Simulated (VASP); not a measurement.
# NaLi3S (Pm-3m) in VASP: a series of runs

The runs below take NaLi3S through single point, relaxation of cell and atoms, with PBE.

Everything below comes from runs of VASP 6.6.1. Logs are shortened: lines on timing, memory, paths and dates and some standing lists are left out, and cuts for length are marked.

### 1 The undisturbed crystal

Symmetry: Pm-3m, No. 221, cubic system. Conventional cell: a = 4.859 Å, b = 4.859 Å, c = 4.859 Å, α = 90.00°, β = 90.00°, γ = 90.00°. Na (site symmetry m-3m) has 6 Li at 2.43 Å as nearest neighbours. Li (site symmetry 4/mmm) has 2 Na at 2.43 Å as nearest neighbours. S (site symmetry m-3m) is surrounded by 12 Li at 3.44 Å.

The cell was built by a generator and needn't be a form met in nature.

### 2 Single point, PBE (random cell by space group and Wyckoff sites (Pm-3m, No. 221))

The input, INCAR:

```
PREC = Accurate
ENCUT = 520
EDIFF = 1E-7
ISMEAR = 0
SIGMA = 0.02
LREAL = False
LASPH = True
NELM = 100
ALGO = Fast
ISIF = 2
LWAVE = False
LCHARG = False
GGA = PE
NBANDS = 19
```

The input, KPOINTS:

```
Automatic mesh
0
Gamma
  8 8 8
```

The input, POSCAR:

```
NaLi3S
1.0
    4.8587277013      0.0000000000      0.0000000000
    0.0000000000      4.8587277013      0.0000000000
    0.0000000000      0.0000000000      4.8587277013
Na Li S
1 3 1
Direct
    0.5000000000      0.5000000000      0.5000000000
    0.0000000000      0.5000000000      0.5000000000
    0.5000000000      0.0000000000      0.5000000000
    0.5000000000      0.5000000000      0.0000000000
    0.0000000000      0.0000000000      0.0000000000
```

Potentials or basis: VASP PAW PBE potentials, release 64 (Na_pv, Li_sv, S).

Run with:

```console
> cat potpaw_PBE.64/Na_pv/POTCAR potpaw_PBE.64/Li_sv/POTCAR potpaw_PBE.64/S/POTCAR > POTCAR
> mpirun -np 1 vasp_std > vasp.out
```

OUTCAR:

```text
PREC = Accurate
   ENCUT = 520
   EDIFF = 1E-7
   ISMEAR = 0
   LREAL = False
   LASPH = True
   NELM = 100
   ISIF = 2
   GGA = PE

 ion  position               nearest neighbor table
   1  0.500  0.500  0.500-   2 2.43   3 2.43   4 2.43   4 2.43   3 2.43   2 2.43
   2  0.000  0.500  0.500-   1 2.43   1 2.43
   3  0.500  0.000  0.500-   1 2.43   1 2.43
   4  0.500  0.500  0.000-   1 2.43   1 2.43
   5  0.000  0.000  0.000-

  LATTYP: Found a simple cubic cell.
 ALAT       =     4.8587277013

  Lattice vectors:

 A1 = (   4.8587277013,   0.0000000000,   0.0000000000)
 A2 = (   0.0000000000,   4.8587277013,   0.0000000000)
 A3 = (   0.0000000000,   0.0000000000,   4.8587277013)

Analysis of symmetry for initial positions (statically):
=====================================================================
 Subroutine PRICEL returns:
 Original cell was already a primitive cell.

 Routine SETGRP: Setting up the symmetry group for a
 simple cubic supercell.

 Subroutine GETGRP returns: Found 48 space group operations
 (whereof 48 operations were pure point group operations)
 out of a pool of 48 trial point group operations.

The static configuration has the point symmetry O_h .

Analysis of symmetry for dynamics (positions and initial velocities):
=====================================================================
 Subroutine PRICEL returns:
 Original cell was already a primitive cell.

 Routine SETGRP: Setting up the symmetry group for a
 simple cubic supercell.

 Subroutine GETGRP returns: Found 48 space group operations
 (whereof 48 operations were pure point group operations)
 out of a pool of 48 trial point group operations.

The dynamic configuration has the point symmetry O_h .

 Subroutine INISYM returns: Found 48 space group operations
 (whereof 48 operations are pure point group operations),
 and found     1 'primitive' translations

----------------------------------------------------------------------------------------

                                     Primitive cell

  volume of cell :     114.7011

  direct lattice vectors                    reciprocal lattice vectors
     4.858727701  0.000000000  0.000000000     0.205815197  0.000000000  0.000000000
     0.000000000  4.858727701  0.000000000     0.000000000  0.205815197  0.000000000
     0.000000000  0.000000000  4.858727701     0.000000000  0.000000000  0.205815197

  length of vectors
     4.858727701  4.858727701  4.858727701     0.205815197  0.205815197  0.205815197

  position of ions in fractional coordinates (direct lattice)
     0.500000000  0.500000000  0.500000000
     0.000000000  0.500000000  0.500000000
     0.500000000  0.000000000  0.500000000
     0.500000000  0.500000000  0.000000000
     0.000000000  0.000000000  0.000000000

  ion indices of the primitive-cell ions
   primitive index   ion index
                 1           1
                 2           2
                 3           3
                 4           4
                 5           5

----------------------------------------------------------------------------------------

 KPOINTS: Automatic mesh

Automatic generation of k-mesh.
 Grid dimensions read from file:
 generate k-points for:    8    8    8

 Generating k-lattice:

  Cartesian coordinates                     Fractional coordinates (reciprocal lattice)
     0.025726900  0.000000000  0.000000000     0.125000000  0.000000000  0.000000000
     0.000000000  0.025726900  0.000000000     0.000000000  0.125000000  0.000000000
     0.000000000  0.000000000  0.025726900     0.000000000  0.000000000  0.125000000

  Length of vectors
     0.025726900  0.025726900  0.025726900

  Shift w.r.t. Gamma in fractional coordinates (k-lattice)
     0.000000000  0.000000000  0.000000000

 Subroutine IBZKPT returns following result:
 ===========================================

 Found     35 irreducible k-points:

 Following reciprocal coordinates:
            Coordinates               Weight
  0.000000  0.000000  0.000000      1.000000
  0.125000  0.000000  0.000000      6.000000
  0.250000  0.000000  0.000000      6.000000
  0.375000  0.000000  0.000000      6.000000
  0.500000  0.000000  0.000000      3.000000
  0.125000  0.125000  0.000000     12.000000
[... 16 lines left out ...]
  0.375000  0.375000  0.125000     24.000000
  0.500000  0.375000  0.125000     24.000000
 [... further k-points ...]
   k-points           NKPTS =     35   k-points in BZ     NKDIM =     35   number of bands    NBANDS=     19
   number of dos      NEDOS =    301   number of ions     NIONS =      5
   total plane-waves  NPLWV =  46656
   dimension x,y,z NGX =    36 NGY =   36 NGZ =   36
   dimension x,y,z NGXF=    72 NGYF=   72 NGZF=   72
   ions per type =               1   3   1
   NGX,Y,Z   is equivalent  to a cutoff of  12.32, 12.32, 12.32 a.u.
   NGXF,Y,Z  is equivalent  to a cutoff of  24.64, 24.64, 24.64 a.u.
 SYSTEM =  unknown system
   PREC   = accura    normal or accurate (medium, high low for compatibility)
   ISTART =      0    job   : 0-new  1-cont  2-samecut
   ICHARG =      2    charge: 1-file 2-atom 10-const
   ISPIN  =      1    spin polarized calculation?
   LNONCOLLINEAR =      F non collinear calculations
   LSORBIT =      F    spin-orbit coupling
   LASPH  =      T    aspherical Exc in radial PAW
   ENCUT  =  520.0 eV  38.22 Ry    6.18 a.u.   9.03  9.03  9.03*2*pi/ulx,y,z
   NELM   =    100;   NELMIN=  2; NELMDL= -5     # of ELM steps
   EDIFF  = 0.1E-06   stopping-criterion for ELM
   LREAL  =      F    real-space projection
   EDIFFG = 0.1E-05   stopping-criterion for IOM
   NSW    =      0    number of steps for IOM
   IBRION =     -1    ionic relax: 0-MD 1-quasi-New 2-CG
   NFREE  =      0    steps in history (QN), initial steepest desc. (CG)
   ISIF   =      2    stress and relaxation
   ISYM   =      2    0-nonsym 1-usesym 2-fastsym
   POTIM  = 0.5000    time-step for ionic-motion
   TEBEG  =    0.0;   TEEND  =   0.0 temperature during run
   PSTRESS=    0.0 pullay stress
   NELECT =      22.0000    total number of electrons
   NUPDOWN=      -1.0000    fix difference up-down
   EMIN   =  10.00;   EMAX   =-10.00  energy-range for DOS
   EFERMI =   0.00;   METHOD = LEGACY
   ISMEAR =     0;   SIGMA  =   0.02  broadening in eV -4-tet -1-fermi 0-gaus
   EFERMI_NEDOS =   21; number of points for ismear=-14 and -15
   IALGO  =     68    algorithm
   IMIX   =      4    mixing-type and parameters
     AMIX     =   0.40;   BMIX     =  1.00
     AMIX_MAG =   1.60;   BMIX_MAG =  1.00
  volume/ion in A,a.u.               =      22.94       154.81
  Fermi-wavevector in a.u.,A,eV,Ry     =   0.944118  1.784125 12.127685  0.891360
  Thomas-Fermi vector in A             =   2.071892
   LORBIT       =      0    0 simple, 1 ext, 2 COOP (PROOUT), +10 PAW based schemes
   GGA     = PE    functional components
   LHFCALC =     F    Hartree Fock is set to
   AEXX    =    0.0000 exact exchange contribution
   IVDW    =     0    specifies the selected vdW correction
   LEPSILON=     F    determine dielectric tensor
   LRPA    =     F    only Hartree local field effects (RPA)
 non-spin polarized calculation
 RMM-DIIS sequential band-by-band and
 Gauss-broadening in eV      SIGMA  =   0.02
  energy-cutoff  :      520.00
  volume of cell :      114.70
 maximum number of plane-waves:      3136
   NGX = 19   NGY = 19   NGZ = 19

 number of electron      21.9999968 magnetization

 Free energy of the ion-electron system (eV)
  ---------------------------------------------------
  ext. energy  EPLUGINS =         0.00000000
  ---------------------------------------------------
  free energy    TOTEN  =        -9.92914218 eV

  energy without entropy =       -9.92914217  energy(sigma->0) =       -9.92914218

 E-fermi :   1.3422     XC(G=0):  -7.3479

 val. band max:        1.2772354283   @ k =   0.5000   0.1250   0.0000
 cond. band min:       1.4072462003   @ k =   0.5000   0.1250   0.0000
 fundamental gap:      0.1300107721
 Fermi energy:         1.3422401925

 k-point     1 :       0.0000    0.0000    0.0000
  band No.  band energies     occupation
      1     -46.5779      2.00000
      2     -46.5738      2.00000
      3     -46.5738      2.00000
      4     -24.3081      2.00000
      5     -24.3081      2.00000
      6     -24.3081      2.00000
[... 11 lines left out ...]
     18       7.7434      0.00000
     19       7.7439      0.00000

 k-point     2 :       0.1250    0.0000    0.0000
  band No.  band energies     occupation
      1     -46.5778      2.00000
      2     -46.5740      2.00000
      3     -46.5738      2.00000
      4     -24.3081      2.00000
      5     -24.3081      2.00000
      6     -24.3077      2.00000
[... 11 lines left out ...]
     18       7.0777      0.00000
     19       7.5514      0.00000

 k-point     3 :       0.2500    0.0000    0.0000
  band No.  band energies     occupation
      1     -46.5775      2.00000
      2     -46.5745      2.00000
      3     -46.5738      2.00000
      4     -24.3081      2.00000
      5     -24.3081      2.00000
      6     -24.3066      2.00000
[... 11 lines left out ...]
     18       6.5177      0.00000
     19       7.1508      0.00000

 k-point     4 :       0.3750    0.0000    0.0000
  band No.  band energies     occupation
      1     -46.5770      2.00000
      2     -46.5750      2.00000
      3     -46.5738      2.00000
      4     -24.3080      2.00000
      5     -24.3080      2.00000
      6     -24.3055      2.00000
[... 407 lines left out ...]
     18       7.1873      0.00000
     19       7.4019      0.00000

 k-point    23 :       0.3750    0.3750    0.1250
  band No.  band energies     occupation
      1     -46.5762      2.00000
      2     -46.5752      2.00000
      3     -46.5747      2.00000
      4     -24.3075      2.00000
      5     -24.3054      2.00000
      6     -24.3054      2.00000
[... 11 lines left out ...]
     18       7.0135      0.00000
     19       7.9746      0.00000

 k-point    24 :       0.5000    0.3750    0.1250
  band No.  band energies     occupation
      1     -46.5758      2.00000
      2     -46.5755      2.00000
      3     -46.5748      2.00000
      4     -24.3075      2.00000
      5     -24.3054      2.00000
      6     -24.3049      2.00000
[... 11 lines left out ...]
     18       7.1479      0.00000
     19       8.0788      0.00000

 [... further k-points ...]

------------------------ aborting loop because EDIFF is reached ----------------------------------------

  FORCE on cell =-STRESS in cart. coord.  units (eV):
  Direction    XX          YY          ZZ          XY          YZ          ZX
  --------------------------------------------------------------------------------------
  -------------------------------------------------------------------------------------
  Total       -0.0181657     -0.0181657     -0.0181657      0.0000000      0.0000000     -0.0000000
  in kB       -0.2537438     -0.2537438     -0.2537438      0.0000000      0.0000000     -0.0000000
  external PRESSURE =      -0.2537438 kB  Pullay stress =       0.0000000 kB

 VOLUME and BASIS-vectors are now :
 -----------------------------------------------------------------------------
  energy-cutoff  :      520.00
  volume of cell :      114.70
      direct lattice vectors                 reciprocal lattice vectors
     4.858727701  0.000000000  0.000000000     0.205815197  0.000000000  0.000000000
     0.000000000  4.858727701  0.000000000     0.000000000  0.205815197  0.000000000
     0.000000000  0.000000000  4.858727701     0.000000000  0.000000000  0.205815197

 POSITION                                       TOTAL-FORCE (eV/Angst)
 -----------------------------------------------------------------------------------
      2.42936      2.42936      2.42936         0.000000      0.000000      0.000000
      0.00000      2.42936      2.42936         0.000000      0.000000      0.000000
      2.42936      0.00000      2.42936         0.000000      0.000000      0.000000
      2.42936      2.42936      0.00000         0.000000      0.000000      0.000000
      0.00000      0.00000      0.00000         0.000000      0.000000      0.000000
 -----------------------------------------------------------------------------------
    total drift:                                0.000000      0.000000      0.000000

  FREE ENERGIE OF THE ION-ELECTRON SYSTEM (eV)
  ---------------------------------------------------
  free  energy   TOTEN  =        -9.9291421824 eV

  energy  without entropy=       -9.9291421688  energy(sigma->0) =       -9.92914218
```

It took 96 s on 1 thread of Intel Xeon 6975P-C (Granite Rapids), shared host; peak memory 0.24 GiB.

What came out:

```
Free energy            : -9.9291 eV
Band gap on the k mesh : 0.13 eV, direct
```

Levels at points of the mesh, in eV from the valence-band top:
| k point | band 9 | band 10 | band 11 | band 12 | band 13 | band 14 |
| --- | --- | --- | --- | --- | --- | --- |
| (0.00, 0.00, 0.00) | -1.83 | -1.83 | -1.83 | 2.40 | 2.40 | 2.40 |
| (0.50, 0.00, 0.00) | -1.55 | -1.55 | -0.16 | 0.28 | 1.87 | 1.87 |
| (0.50, 0.50, 0.00) | -2.66 | -1.38 | -1.36 | 1.45 | 2.41 | 2.41 |
| (0.50, 0.50, 0.50) | -2.42 | -2.42 | -0.86 | 1.19 | 1.19 | 1.19 |

Caveat: the cutoff is under 1.25 times the usual one of these potentials, so pressure, stress and relaxed cells hold a basis-set (Pulay) error.

(Continued in part 2 of 2.)
